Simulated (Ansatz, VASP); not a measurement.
**PtC: VASP beside Ansatz**

Wanted: the spread between two codes on one cell, functional and k mesh. The cell is generated by rule, not measured, and may not be a known phase. The cell is taken from a series of runs on this material, whose earlier steps may have relaxed, scaled, displaced or heated it; both programs get it as it stands.

Main program and level: Ansatz 0.2.0; plane waves, with VASP 6.6.1 beside it; zone-centre phonons at PBE.

The structure was built from a prototype and need not be the compound's stable phase.

**1. Starting point**

It takes space group P6_3/mmc (No. 194, hexagonal). The conventional cell has a = 3.350 Å, b = 3.350 Å, c = 8.825 Å, α = 90.00°, β = 90.00°, γ = 120.00°. Nearest to Pt lie 3 C at 1.93 Å. Nearest to C lie 3 Pt at 1.93 Å. Farther neighbours are not listed.

**2. VASP: zone-centre phonons, PBE**

Second derivatives magnify differences that forces hide, and they need a tight electronic threshold.

Lines of VASP's logs that name or quote its potential files are left out, and so is its time.

INCAR

```
SYSTEM = PtC
PREC = Accurate
ENCUT = 600
EDIFF = 1E-08
NELM = 120
ISMEAR = 1
SIGMA = 0.2
LREAL = .FALSE.
ALGO = Normal
GGA = PE
NBANDS = 20
LASPH = .TRUE.
LORBIT = 11
LWAVE = .FALSE.
LCHARG = .FALSE.
ISIF = 2
IBRION = 8
GGA_COMPAT = .FALSE.
KPAR = 2
```

POSCAR

```
PtC
1.0
    3.3498336265      0.0000000000      0.0000000000
   -1.6749168133      2.9010410190      0.0000000000
    0.0000000000      0.0000000000      8.8253723278
Pt C
2 2
Direct
    0.3333333333      0.6666666667      0.2500000000
    0.6666666667      0.3333333333      0.7500000000
    0.6666666667      0.3333333333      0.2500000000
    0.3333333333      0.6666666667      0.7500000000
```

KPOINTS

```
Automatic mesh
0
Gamma
15 15 6
0 0 0
```

PAW data sets: Pt and C (PBE family, release 64).

Command:

```
$ mpirun -np 2 vasp_std
```

Numbers of over 12 decimals in the logs are rounded to 6 here.

Output:

```text
[banner, memory and clock lines left out]
running    2 mpi-ranks, on    1 nodes
 distrk:  each k-point on    1 cores,    2 groups
 distr:  one band on    1 cores,    1 groups

 POSCAR found type information on POSCAR PtC
 POSCAR found :  2 types and       4 ions
 LDA part: xc-table for (Slater+PW92), standard interpolation
 POSCAR, INCAR and KPOINTS ok, starting setup
 FFT: planning ... GRIDC
 FFT: planning ... GRID_SOFT
 FFT: planning ... GRID
 WAVECAR not read
 entering main loop
       N       E                     dE             d eps       ncg     rms          rms(c)
DAV:   1     0.164423298881E+03    0.16442E+03   -0.14419E+04  4320   0.139E+03
DAV:   2    -0.190079829615E+02   -0.18343E+03   -0.17423E+03  5220   0.265E+02
DAV:   3    -0.298196247380E+02   -0.10812E+02   -0.10504E+02  5184   0.627E+01
DAV:   4    -0.300746908894E+02   -0.25507E+00   -0.25455E+00  5124   0.104E+01
DAV:   5    -0.300799298885E+02   -0.52390E-02   -0.52381E-02  5192   0.148E+00    0.305E+01
DAV:   6    -0.265946065026E+02    0.34853E+01   -0.22268E+01  4816   0.388E+01    0.116E+01
DAV:   7    -0.258407967707E+02    0.75381E+00   -0.46115E+00  4344   0.188E+01    0.746E+00
DAV:   8    -0.257520807310E+02    0.88716E-01   -0.28193E-01  4796   0.417E+00    0.184E+00
DAV:   9    -0.257363285488E+02    0.15752E-01   -0.43112E-02  4776   0.171E+00    0.260E-01
DAV:  10    -0.257367462184E+02   -0.41767E-03   -0.54762E-03  4808   0.507E-01    0.767E-02
DAV:  11    -0.257367339743E+02    0.12244E-04   -0.53544E-04  4656   0.197E-01    0.421E-02
DAV:  12    -0.257367128657E+02    0.21109E-04   -0.62095E-05  4940   0.683E-02    0.832E-03
DAV:  13    -0.257367154641E+02   -0.25984E-05   -0.10038E-05  4696   0.194E-02    0.444E-03
DAV:  14    -0.257367154728E+02   -0.87100E-08   -0.14755E-06  4948   0.675E-03    0.137E-03
DAV:  15    -0.257367156328E+02   -0.16000E-06   -0.23926E-07  4824   0.365E-03    0.773E-04
DAV:  16    -0.257367156330E+02   -0.21578E-09   -0.69601E-08  4808   0.181E-03
   1 F= -.25736716E+02 E0= -.25735350E+02  d E =-.409718E-02
 Linear response reoptimize wavefunctions to high precision
DAV:   1    -0.257367156177E+02    0.15368E-07   -0.76978E-09  5020   0.536E-04
DAV:   2    -0.257367156177E+02   -0.49567E-10   -0.95907E-11  2668   0.696E-05
 Linear response DOF=           4
 Linear response progress:
  Degree of freedom:   1/  4
       N       E                     dE             d eps       ncg     rms          rms(c)
RMM:   1    -0.250502430599E+00   -0.25050E+00   -0.29058E-01 32230   0.318E+00
RMM:   2    -0.239403055297E+00    0.11099E-01   -0.79144E-03 27509   0.572E-01    0.323E-01
RMM:   3    -0.239255540030E+00    0.14752E-03   -0.15855E-04 29038   0.109E-01    0.195E-01
RMM:   4    -0.239711870761E+00   -0.45633E-03   -0.46252E-04 29107   0.126E-01    0.202E-02
RMM:   5    -0.239630653525E+00    0.81217E-04   -0.69107E-06 29590   0.293E-02    0.601E-03
RMM:   6    -0.239606193197E+00    0.24460E-04    0.90677E-06 30611   0.535E-03    0.154E-03
RMM:   7    -0.239583168788E+00    0.23024E-04    0.58423E-06 30256   0.186E-03    0.399E-04
RMM:   8    -0.239581624260E+00    0.15445E-05   -0.17542E-06 30890   0.486E-04    0.238E-04
RMM:   9    -0.239581636829E+00   -0.12569E-07    0.35909E-07 30644   0.196E-04    0.110E-04
RMM:  10    -0.239580684620E+00    0.95221E-06    0.25119E-07 30205   0.174E-04    0.142E-05
RMM:  11    -0.239580708977E+00   -0.24356E-07    0.11391E-07 32216   0.523E-05    0.978E-06
RMM:  12    -0.239580817112E+00   -0.10814E-06   -0.11935E-08 30533   0.327E-05    0.298E-06
RMM:  13    -0.239580859546E+00   -0.42434E-07   -0.27436E-08 31190   0.271E-05    0.123E-06
RMM:  14    -0.239580858153E+00    0.13934E-08   -0.29409E-08 26343   0.206E-05    0.720E-07
 first order change of Fermi-energy  -0.29389E-04
 force on displaced ion       1 direction 1 : -22.807   0.001   0.000
 Linear response progress:
  Degree of freedom:   2/  4
       N       E                     dE             d eps       ncg     rms          rms(c)
RMM:   1    -0.292113915505E+00   -0.29211E+00   -0.26272E-01 10530   0.323E+00
RMM:   2    -0.290898112164E+00    0.12158E-02   -0.74252E-03  8873   0.514E-01    0.255E-01
RMM:   3    -0.288714672117E+00    0.21834E-02   -0.36968E-03  8715   0.292E-01    0.122E-01
RMM:   4    -0.288772228900E+00   -0.57557E-04   -0.13199E-03  9350   0.174E-01    0.417E-02
RMM:   5    -0.288875099460E+00   -0.10287E-03   -0.99865E-05  9143   0.468E-02    0.132E-02
RMM:   6    -0.288800307702E+00    0.74792E-04   -0.21160E-05  9046   0.224E-02    0.671E-03
RMM:   7    -0.288749850978E+00    0.50457E-04    0.17581E-06  9711   0.542E-03    0.366E-03
RMM:   8    -0.288684058587E+00    0.65792E-04    0.14299E-06  8902   0.620E-03    0.108E-03
RMM:   9    -0.288688009799E+00   -0.39512E-05    0.56570E-06  9282   0.194E-03    0.166E-04
RMM:  10    -0.288687439809E+00    0.56999E-06    0.12872E-07  9940   0.494E-04    0.555E-05
RMM:  11    -0.288685568559E+00    0.18713E-05    0.58557E-08  9319   0.203E-04    0.673E-05
RMM:  12    -0.288686204484E+00   -0.63593E-06   -0.68013E-08  9663   0.888E-05    0.222E-05
RMM:  13    -0.288686490030E+00   -0.28555E-06   -0.47502E-08  9640   0.666E-05    0.731E-06
RMM:  14    -0.288686416270E+00    0.73759E-07   -0.10818E-07 10326   0.295E-05    0.384E-06
RMM:  15    -0.288686393504E+00    0.22767E-07    0.14647E-08  9355   0.198E-05    0.176E-06
RMM:  16    -0.288686384740E+00    0.87641E-08    0.85954E-09  9039   0.191E-05    0.273E-07
 first order change of Fermi-energy  -0.15351E-04
 force on displaced ion       1 direction 3 :   0.000  -0.000   0.032
 Linear response progress:
  Degree of freedom:   3/  4
       N       E                     dE             d eps       ncg     rms          rms(c)
RMM:   1    -0.113967630220E+00   -0.11397E+00    0.14604E-01 39370   0.198E+00
RMM:   2    -0.115171664163E+00   -0.12040E-02   -0.65150E-03 27619   0.425E-01    0.333E-01
RMM:   3    -0.115528887802E+00   -0.35722E-03   -0.64327E-04 29130   0.137E-01    0.176E-01
RMM:   4    -0.116259051899E+00   -0.73016E-03   -0.31550E-04 28058   0.930E-02    0.236E-02
RMM:   5    -0.116255355742E+00    0.36962E-05   -0.33521E-05 30029   0.233E-02    0.468E-03
RMM:   6    -0.116231820256E+00    0.23535E-04   -0.17048E-06 30565   0.418E-03    0.237E-03
RMM:   7    -0.116228597118E+00    0.32231E-05    0.47108E-06 30393   0.141E-03    0.807E-04
RMM:   8    -0.116227976517E+00    0.62060E-06   -0.58193E-07 30604   0.525E-04    0.140E-04
RMM:   9    -0.116228215309E+00   -0.23879E-06   -0.25303E-07 30803   0.173E-04    0.109E-04
RMM:  10    -0.116228548260E+00   -0.33295E-06   -0.39779E-07 31248   0.895E-05    0.105E-05
RMM:  11    -0.116228567702E+00   -0.19442E-07   -0.28771E-08 31492   0.315E-05    0.503E-06
RMM:  12    -0.116228573893E+00   -0.61913E-08   -0.21735E-08 30968   0.170E-05    0.365E-06
 first order change of Fermi-energy   0.49369E-04
 force on displaced ion       3 direction 1 : -22.835  -0.001   0.000
 Linear response progress:
  Degree of freedom:   4/  4
       N       E                     dE             d eps       ncg     rms          rms(c)
RMM:   1    -0.121737498933E+00   -0.12174E+00    0.57359E-03 11769   0.166E+00
RMM:   2    -0.118866485479E+00    0.28710E-02   -0.26042E-03  8891   0.298E-01    0.143E-01
RMM:   3    -0.118783997329E+00    0.82488E-04   -0.87945E-04  9454   0.137E-01    0.702E-02
RMM:   4    -0.118866289119E+00   -0.82292E-04   -0.12343E-04  9357   0.575E-02    0.269E-02
RMM:   5    -0.118779957269E+00    0.86332E-04   -0.16579E-05  9417   0.233E-02    0.390E-03
RMM:   6    -0.118755524560E+00    0.24433E-04   -0.52208E-07  9757   0.498E-03    0.134E-03
RMM:   7    -0.118738385810E+00    0.17139E-04    0.80947E-07  8993   0.172E-03    0.396E-04
RMM:   8    -0.118737784282E+00    0.60153E-06    0.38081E-07 10005   0.435E-04    0.211E-04
RMM:   9    -0.118739159021E+00   -0.13747E-05    0.63673E-08  9741   0.358E-04    0.577E-05
RMM:  10    -0.118739311141E+00   -0.15212E-06    0.17663E-07  9877   0.148E-04    0.226E-05
RMM:  11    -0.118739429561E+00   -0.11842E-06    0.37991E-08 10099   0.644E-05    0.124E-05
RMM:  12    -0.118739490185E+00   -0.60624E-07    0.16222E-08  9944   0.458E-05    0.255E-06
RMM:  13    -0.118739507193E+00   -0.17008E-07    0.13389E-08 10053   0.222E-05    0.152E-06
RMM:  14    -0.118739504901E+00    0.22919E-08    0.55688E-09  9045   0.192E-05    0.349E-07
 first order change of Fermi-energy   0.87157E-05
 force on displaced ion       3 direction 3 :  -0.000  -0.000   0.017
 Linear response finished
```

From OUTCAR (step 2):

```text
ion  position               nearest neighbor table
   1  0.333  0.667  0.250-   3 1.93   3 1.93   3 1.93
   2  0.667  0.333  0.750-   4 1.93   4 1.93   4 1.93
   3  0.667  0.333  0.250-   1 1.93   1 1.93   1 1.93
   4  0.333  0.667  0.750-   2 1.93   2 1.93   2 1.93

  LATTYP: Found a hexagonal cell.
 ALAT       =     3.3498336265
 C/A-ratio  =     2.6345703434

 Subroutine GETGRP returns: Found 24 space group operations
 (whereof 12 operations were pure point group operations)

The static configuration has the point symmetry D_3d.
 The point group associated with its full space group is D_6h.

 Found    108 irreducible k-points:

   k-points           NKPTS =    108   k-points in BZ     NKDIM =    108   number of bands    NBANDS=     20

   dimension x,y,z NGX =    28 NGY =   28 NGZ =   72
   dimension x,y,z NGXF=    56 NGYF=   56 NGZF=  144

   ENCUT  =  600.0 eV  44.10 Ry    6.64 a.u.   6.69  6.69 17.63*2*pi/ulx,y,z

   NELECT =      28.0000    total number of electrons

 k-points in reciprocal lattice and weights: Automatic mesh
   0.00000000  0.00000000  0.00000000       0.001
   0.06666667  0.00000000  0.00000000       0.004
   0.13333333  0.00000000  0.00000000       0.004
   0.20000000  0.00000000  0.00000000       0.004
   0.26666667  0.00000000  0.00000000       0.004
   0.33333333  0.00000000  0.00000000       0.004
   0.40000000  0.00000000  0.00000000       0.004
   0.46666667  0.00000000  0.00000000       0.004
   0.06666667  0.06666667  0.00000000       0.004
[...]
0.33333333  0.26666667  0.50000000       0.009
   0.33333333  0.33333333  0.50000000       0.001

 average (electrostatic) potential at core
       1 -72.2135       2 -72.2135       3 -53.3288       4 -53.3288

  Total        0.2515771      0.2515771     -0.0247625     -0.0000000     -0.0000000      0.0000000
  in kB        4.6997145      4.6997145     -0.4625890     -0.0000000     -0.0000000      0.0000000
  external PRESSURE =       2.9789467 kB  Pullay stress =       0.0000000 kB

  energy-cutoff  :      600.00
  volume of cell :       85.77
      direct lattice vectors                 reciprocal lattice vectors
     3.349833627  0.000000000  0.000000000     0.298522288  0.172351924  0.000000000
    -1.674916813  2.901041019  0.000000000     0.000000000  0.344703847  0.000000000
     0.000000000  0.000000000  8.825372328     0.000000000  0.000000000  0.113309667

 POSITION                                       TOTAL-FORCE (eV/Angst)
 -----------------------------------------------------------------------------------
     -0.00000      1.93403      2.20634        -0.000000      0.000000      0.000000
      1.67492      0.96701      6.61903        -0.000000      0.000000      0.000000
      1.67492      0.96701      2.20634         0.000000     -0.000000     -0.000000
     -0.00000      1.93403      6.61903        -0.000000      0.000000     -0.000000
 -----------------------------------------------------------------------------------
    total drift:                               -0.000000      0.000000      0.000000

 Eigenvectors and eigenvalues of the dynamical matrix
 ----------------------------------------------------

   1 f  =   22.427119 THz   140.913744 2PiTHz  748.088162 cm-1    92.751069 meV
             X         Y         Z           dx          dy          dz
     -0.000000  1.934027  2.206343     0.120840   -0.119996   -0.000000
      1.674917  0.967014  6.619029     0.120840   -0.119996   -0.000000
      1.674917  0.967014  2.206343    -0.486982    0.483578    0.000000
     -0.000000  1.934027  6.619029    -0.486982    0.483578    0.000000

   2 f  =   22.427119 THz   140.913744 2PiTHz  748.088162 cm-1    92.751069 meV
             X         Y         Z           dx          dy          dz
     -0.000000  1.934027  2.206343    -0.119996   -0.120840    0.000000
      1.674917  0.967014  6.619029    -0.119996   -0.120840   -0.000000
      1.674917  0.967014  2.206343     0.483578    0.486982   -0.000000
     -0.000000  1.934027  6.619029     0.483578    0.486982    0.000000

   3 f  =   21.988413 THz   138.157277 2PiTHz  733.454525 cm-1    90.936730 meV
             X         Y         Z           dx          dy          dz
     -0.000000  1.934027  2.206343     0.120725   -0.119876    0.000000
      1.674917  0.967014  6.619029    -0.120725    0.119876   -0.000000
      1.674917  0.967014  2.206343    -0.487022    0.483595   -0.000000
     -0.000000  1.934027  6.619029     0.487022   -0.483595   -0.000000

   4 f  =   21.988413 THz   138.157277 2PiTHz  733.454525 cm-1    90.936730 meV
             X         Y         Z           dx          dy          dz
     -0.000000  1.934027  2.206343    -0.119876   -0.120725   -0.000000
      1.674917  0.967014  6.619029     0.119876    0.120725    0.000000
      1.674917  0.967014  2.206343     0.483595    0.487022   -0.000000
     -0.000000  1.934027  6.619029    -0.483595   -0.487022   -0.000000

   5 f  =    0.449507 THz     2.824337 2PiTHz   14.993944 cm-1     1.859011 meV
             X         Y         Z           dx          dy          dz
     -0.000000  1.934027  2.206343    -0.000000    0.000000    0.536485
      1.674917  0.967014  6.619029    -0.000000   -0.000000   -0.536485
      1.674917  0.967014  2.206343    -0.000000    0.000000    0.460635
     -0.000000  1.934027  6.619029    -0.000000   -0.000000   -0.460635

   6 f  =    0.012658 THz     0.079530 2PiTHz    0.422214 cm-1     0.052348 meV
             X         Y         Z           dx          dy          dz
     -0.000000  1.934027  2.206343     0.000000    0.000000    0.683449
      1.674917  0.967014  6.619029     0.000000    0.000000    0.683449
      1.674917  0.967014  2.206343     0.000000    0.000000    0.181378
     -0.000000  1.934027  6.619029     0.000000    0.000000    0.181378

   7 f/i=    0.000193 THz     0.001210 2PiTHz    0.006425 cm-1     0.000797 meV
             X         Y         Z           dx          dy          dz
     -0.000000  1.934027  2.206343    -0.241045   -0.642570    0.000000
      1.674917  0.967014  6.619029    -0.241045   -0.642570    0.000000
      1.674917  0.967014  2.206343    -0.059813   -0.159448    0.000000
     -0.000000  1.934027  6.619029    -0.059813   -0.159448    0.000000

   8 f/i=    0.000193 THz     0.001210 2PiTHz    0.006425 cm-1     0.000797 meV
             X         Y         Z           dx          dy          dz
     -0.000000  1.934027  2.206343    -0.642570    0.241045   -0.000000
      1.674917  0.967014  6.619029    -0.642570    0.241045   -0.000000
      1.674917  0.967014  2.206343    -0.159448    0.059813   -0.000000
     -0.000000  1.934027  6.619029    -0.159448    0.059813   -0.000000

   9 f/i=    0.132505 THz     0.832554 2PiTHz    4.419896 cm-1     0.547997 meV
             X         Y         Z           dx          dy          dz
     -0.000000  1.934027  2.206343     0.493451    0.477034    0.000000
      1.674917  0.967014  6.619029    -0.493451   -0.477034    0.000000
      1.674917  0.967014  2.206343     0.122319    0.118249    0.000000
     -0.000000  1.934027  6.619029    -0.122319   -0.118249    0.000000

  10 f/i=    0.132505 THz     0.832554 2PiTHz    4.419896 cm-1     0.547997 meV
             X         Y         Z           dx          dy          dz
     -0.000000  1.934027  2.206343    -0.477034    0.493451    0.000000
      1.674917  0.967014  6.619029     0.477034   -0.493451    0.000000
      1.674917  0.967014  2.206343    -0.118249    0.122319    0.000000
     -0.000000  1.934027  6.619029     0.118249   -0.122319    0.000000

  11 f/i=    0.608935 THz     3.826049 2PiTHz   20.311873 cm-1     2.518350 meV
             X         Y         Z           dx          dy          dz
     -0.000000  1.934027  2.206343    -0.000000    0.000000    0.460635
      1.674917  0.967014  6.619029     0.000000    0.000000   -0.460635
      1.674917  0.967014  2.206343    -0.000000   -0.000000   -0.536485
     -0.000000  1.934027  6.619029     0.000000    0.000000    0.536485

  12 f/i=    0.781915 THz     4.912919 2PiTHz   26.081889 cm-1     3.233741 meV
             X         Y         Z           dx          dy          dz
     -0.000000  1.934027  2.206343     0.000000   -0.000000   -0.181378
      1.674917  0.967014  6.619029    -0.000000   -0.000000   -0.181378
      1.674917  0.967014  2.206343     0.000000   -0.000000    0.683449
     -0.000000  1.934027  6.619029    -0.000000   -0.000000    0.683449

 ELASTIC MODULI CONTR FROM IONIC RELAXATION (kBar)
 Direction    XX          YY          ZZ          XY          YZ          ZX
 --------------------------------------------------------------------------------
 XX        -213.8631    213.8631      0.0000      0.0000      0.0000      0.0000
 YY         213.8631   -213.8631     -0.0000      0.0000     -0.0000     -0.0000
 ZZ           0.0000     -0.0000     -0.0000      0.0000     -0.0000     -0.0000
 XY           0.0000      0.0000      0.0000   -213.8631     -0.0000     -0.0000
 YZ           0.0000     -0.0000     -0.0000     -0.0000     -0.0000     -0.0000
 ZX           0.0000     -0.0000     -0.0000     -0.0000     -0.0000     -0.0000
 --------------------------------------------------------------------------------
```

[end of part 1 of 2]

[Lines on the potential files, build, host, timing and source positions are cut from VASP's logs without a mark.]

[Logs are printed without paths, hosts, clocks, repeated set-up lines and the standing remarks that a program may print on its own settings, such as how far it seeks lower states.]

[Hosts, paths, dates, database ids (printed as entryN), source tags and the programs' standing remarks are cut or masked in the printed files.]
